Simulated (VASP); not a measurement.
Calculation: LDA (Ceperley-Alder, Perdew-Zunger), VASP's LDA PAW potentials (set 64) (plane waves; VASP).

VASP input:

**POSCAR**
```
Pt
1
    0.0000000000     1.9283417497     1.9283417497
    1.9283417497     0.0000000000     1.9283417497
    1.9283417497     1.9283417497     0.0000000000
Pt
1
Direct
  0.0000000000   0.0000000000   0.0000000000
```

**KPOINTS**
```
kpoints
0
Gamma
 16 16 16
0 0 0
```

INCAR:
```
SYSTEM  =  Pt
PREC  =  Accurate; ENCUT  =  520; LREAL  =  F
LASPH  =  T
EDIFF  =  1E-7; NELM  =  100; ALGO  =  Normal
LMAXMIX  =  6
ISMEAR  =  1; SIGMA  =  0.1
ISIF  =  2
LWAVE  =  F; LCHARG  =  F
```

POTCAR, in this order: Pt (LDA.64 set). Program: vasp_std.

What VASP printed:

**OSZICAR**
```
       N       E                     dE             d eps       ncg     rms          rms(c)
DAV:   1     0.361831410613E+02    0.36183E+02   -0.56094E+03  2682   0.104E+03
DAV:   2    -0.748847515019E+01   -0.43672E+02   -0.41826E+02  2727   0.190E+02
DAV:   3    -0.791896282552E+01   -0.43049E+00   -0.42382E+00  3059   0.193E+01
DAV:   4    -0.792035255903E+01   -0.13897E-02   -0.13897E-02  2969   0.117E+00
DAV:   5    -0.792036123214E+01   -0.86731E-05   -0.86724E-05  2971   0.825E-02    0.153E+01
DAV:   6    -0.754583881845E+01    0.37452E+00   -0.91156E-01  2660   0.874E+00    0.794E+00
DAV:   7    -0.749447650429E+01    0.51362E-01   -0.17796E-01  2754   0.370E+00    0.264E+00
DAV:   8    -0.748949243928E+01    0.49841E-02   -0.71714E-03  2773   0.922E-01    0.512E-01
DAV:   9    -0.748935618385E+01    0.13626E-03   -0.91505E-05  2821   0.109E-01    0.395E-02
DAV:  10    -0.748935770530E+01   -0.15214E-05   -0.24225E-06  2960   0.130E-02    0.275E-03
DAV:  11    -0.748935772654E+01   -0.21234E-07   -0.56760E-08  2539   0.254E-03
   1 F= -.74893577E+01 E0= -.74891626E+01  d E =-.585249E-03
```

**OUTCAR**
```
------------------------ aborting loop because EDIFF is reached ----------------------------------------
  FORCE on cell =-STRESS in cart. coord.  units (eV):
  Direction    XX          YY          ZZ          XY          YZ          ZX
  --------------------------------------------------------------------------------------
  Total        0.9169209      0.9169209      0.9169209      0.0000000      0.0000000     -0.0000000
  in kB      102.4378490    102.4378490    102.4378490      0.0000000      0.0000000     -0.0000000
  external PRESSURE =     102.4378490 kB  Pullay stress =       0.0000000 kB
  volume of cell :       14.34
      direct lattice vectors                 reciprocal lattice vectors
     0.000000000  1.928341750  1.928341750    -0.259290139  0.259290139  0.259290139
     1.928341750  0.000000000  1.928341750     0.259290139 -0.259290139  0.259290139
     1.928341750  1.928341750  0.000000000     0.259290139  0.259290139 -0.259290139
 POSITION                                       TOTAL-FORCE (eV/Angst)
 -----------------------------------------------------------------------------------
      0.00000      0.00000      0.00000        -0.000000      0.000000     -0.000000
 -----------------------------------------------------------------------------------
    total drift:                               -0.000000     -0.000000     -0.000000
  FREE ENERGIE OF THE ION-ELECTRON SYSTEM (eV)
  ---------------------------------------------------
  free  energy   TOTEN  =        -7.4893577265 eV

  energy  without entropy=       -7.4887724772  energy(sigma->0) =       -7.48916264
```
(Selected blocks of OUTCAR.)

OUTCAR:
```
 val. band max:       12.1214325680   @ k =  -0.4375   0.1250   0.0625

 cond. band min:      12.1518891813   @ k =  -0.4375   0.3125   0.0000


 Fermi energy:        12.1252286023

 k-point     1 :       0.0000    0.0000    0.0000
  band No.  band energies     occupation
      1       1.3255      2.00000
      2       8.0026      2.00000
      3       8.0026      2.00000
      4       8.0026      2.00000
      5      10.3832      2.00000
      6      10.3832      2.00000
      7      26.6074      0.00000
      8      31.8190      0.00000
      9      31.8190      0.00000

 k-point     2 :       0.0625    0.0000    0.0000
  band No.  band energies     occupation
      1       1.4911      2.00000
      2       7.9252      2.00000
      3       8.0703      2.00000
      4       8.0703      2.00000
      5      10.3434      2.00000
      6      10.3434      2.00000
      7      26.8765      0.00000
      8      31.0070      0.00000
      9      32.0838      0.00000

 k-point     3 :       0.1250    0.0000    0.0000
  band No.  band energies     occupation
      1       1.9673      2.00000
      2       7.7365      2.00000
      3       8.2399      2.00000
      4       8.2399      2.00000
      5      10.2675      2.00000
      6      10.2675      2.00000
      7      27.5937      0.00000
      8      29.3854      0.00000
      9      32.8497      0.00000

 k-point     4 :       0.1875    0.0000    0.0000
  band No.  band energies     occupation
      1       2.6786      2.00000
      2       7.5638      2.00000
      3       8.4002      2.00000
      4       8.4002      2.00000
      5      10.2884      2.00000
      6      10.2884      2.00000
      7      27.5891      0.00000
      8      28.4299      0.00000
      9      34.0264      0.00000

 k-point     5 :       0.2500    0.0000    0.0000
  band No.  band energies     occupation
      1       3.4493      2.00000
      2       7.6291      2.00000
      3       8.4112      2.00000
...
```

Unless said otherwise, spin-orbit coupling is left out, though it shifts the bands of the heavy elements here.

The compound is Pt in the fcc structure. This cell is one point of a volume scan, at 0.97 of the reference volume.
